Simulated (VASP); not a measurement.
```xyz
12
Lattice="2.6064 0.0000 0.0000 -1.3032 2.2572 0.0000 0.0000 0.0000 12.7895" Properties=species:S:1:pos:R:3 pbc="T T T"
B      0.0000     0.0000     0.0000
B      0.0000     0.0000     6.3947
B      1.3032     0.7524    10.6568
B      0.0000     1.5048     4.2621
B      1.3032     0.7524     2.1294
B      0.0000     1.5048     8.5242
N      0.0000     0.0000    11.1857
N      0.0000     0.0000     4.7909
N      1.3032     0.7524     9.0530
N      0.0000     1.5048     2.6583
N      1.3032     0.7524     0.5308
N      0.0000     1.5048     6.9255
```

These are PBE GGA, VASP's PBE PAW potentials (set 64) (plane waves; VASP 6.6.1) values and carry that method's errors. Settings: 400 eV cut-off, 10×10×2 Γ-centred mesh, first-order Methfessel-Paxton smearing of 0.050 eV, potentials B N.

At this cut-off the stress carries a Pulay error, which pulls relaxed volumes low.

### Question
Give the stress tensor in GPa (positive for a compressed cell).

### Answer

```
-23.73    0.00    0.00
  0.00  -23.73    0.00
  0.00    0.00  -21.59
```
The pressure is its mean diagonal, -23.01 GPa.

The structure was generated: BN was put into an ordered model structure, which need not be its known phase. The cell was not relaxed at this level.
